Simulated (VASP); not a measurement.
Input:

```xyz
3
Lattice="0.0000 2.9277 2.9277 2.9277 0.0000 2.9277 2.9277 2.9277 0.0000" Properties=species:S:1:pos:R:3 pbc="T T T"
Pb     0.0000     0.0000     0.0000
F      1.4638     1.4638     1.4638
F      4.3915     4.3915     4.3915
```

All values below come from vdW-DF-cx, VASP's PBE PAW potentials (set 64) (plane waves; VASP 6.6.1). Numerical set-up: 520 eV cut-off, 7×7×7 Γ-centred mesh, Gaussian smearing of 0.050 eV, potentials Pb_d F.

### Question
Give the stress tensor in GPa (positive for a compressed cell).

### Answer

```
2.47  0.00  0.00
0.00  2.47  0.00
0.00  0.00  2.47
```
The pressure is its mean diagonal, 2.47 GPa.

The compound is PbF2 in the fluorite structure, the β form. This cell is one point of a volume scan, at 0.97 of the reference volume.
